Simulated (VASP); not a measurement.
OSZICAR of a VASP run on Er (hcp):

File OSZICAR:
```
       N       E                     dE             d eps       ncg     rms          rms(c)
DAV:   1    -0.983484688744E+01   -0.98348E+01   -0.86433E+03  3171   0.134E+03
DAV:   2    -0.669845894984E+02   -0.57150E+02   -0.56016E+02  3324   0.568E+02
DAV:   3    -0.695706326103E+02   -0.25860E+01   -0.24609E+01  3570   0.626E+01
DAV:   4    -0.696941158411E+02   -0.12348E+00   -0.11885E+00  3590   0.105E+01
DAV:   5    -0.696993604828E+02   -0.52446E-02   -0.51817E-02  3471   0.198E+00    0.296E+01
DAV:   6    -0.680481870405E+02    0.16512E+01   -0.35566E-01  3244   0.120E+01    0.161E+01
DAV:   7    -0.666213548862E+02    0.14268E+01   -0.52822E-01  3590   0.123E+01    0.125E+00
DAV:   8    -0.679738801216E+02   -0.13525E+01   -0.50856E-01  3776   0.903E+00    0.309E+00
DAV:   9    -0.678451292700E+02    0.12875E+00   -0.56070E-02  3166   0.328E+00    0.905E-01
DAV:  10    -0.678130175757E+02    0.32112E-01   -0.16923E-03  3322   0.641E-01    0.991E-01
DAV:  11    -0.678109819173E+02    0.20357E-02   -0.11660E-02  2512   0.142E+00    0.513E-01
DAV:  12    -0.678004375998E+02    0.10544E-01   -0.80900E-02  2876   0.325E+00    0.408E-01
DAV:  13    -0.678099222376E+02   -0.94846E-02   -0.50069E-03  3116   0.946E-01    0.186E-01
DAV:  14    -0.678094755889E+02    0.44665E-03   -0.96599E-05  3433   0.146E-01    0.113E-01
DAV:  15    -0.678108193685E+02   -0.13438E-02   -0.18967E-03  2900   0.497E-01    0.145E-01
DAV:  16    -0.678108781212E+02   -0.58753E-04   -0.34847E-05  3245   0.899E-02    0.110E-01
DAV:  17    -0.678108581831E+02    0.19938E-04   -0.33417E-06  3148   0.259E-02    0.591E-02
DAV:  18    -0.678107971000E+02    0.61083E-04   -0.36517E-05  3133   0.673E-02    0.147E-02
DAV:  19    -0.678107859811E+02    0.11119E-04   -0.48087E-06  3331   0.343E-02    0.874E-03
DAV:  20    -0.678107954520E+02   -0.94709E-05   -0.29651E-06  3606   0.232E-02    0.426E-03
DAV:  21    -0.678107959542E+02   -0.50226E-06   -0.71841E-07  3132   0.944E-03    0.577E-03
DAV:  22    -0.678108016126E+02   -0.56584E-05   -0.22094E-07  2064   0.812E-03    0.144E-03
DAV:  23    -0.678107951217E+02    0.64909E-05   -0.97162E-08  1328   0.905E-03    0.125E-03
DAV:  24    -0.678107977689E+02   -0.26472E-05   -0.36636E-08  1283   0.685E-03    0.463E-04
DAV:  25    -0.678107979480E+02   -0.17902E-06   -0.18087E-08  1288   0.410E-03    0.413E-04
DAV:  26    -0.678107976694E+02    0.27860E-06   -0.12148E-08  1248   0.402E-03    0.168E-04
DAV:  27    -0.678107983453E+02   -0.67597E-06   -0.98541E-09  1243   0.292E-03    0.303E-04
DAV:  28    -0.678107982553E+02    0.90088E-07   -0.66827E-09  1243   0.339E-03
   1 F= -.67810798E+02 E0= -.67811200E+02  d E =0.120522E-02
```

### Question
Which electronic solver shows in the log?

### Answer
It is blocked Davidson (ALGO = Normal, or the opening steps of other solvers). The INCAR had ALGO = Normal.

### Question
Can the final energy be trusted as converged?

### Answer
The calculation finished and met its thresholds. It stopped with EDIFF = 1E-7, NELM = 100 (r2SCAN meta-GGA, plane waves, VASP's PBE PAW potentials (set 64)). The 4f electrons are frozen in the core of the lanthanide potential, so 4f levels, which can set the real gap, and their magnetism are missing.

The compound is Er in the hcp structure. This cell was strained or had an atom moved on purpose.
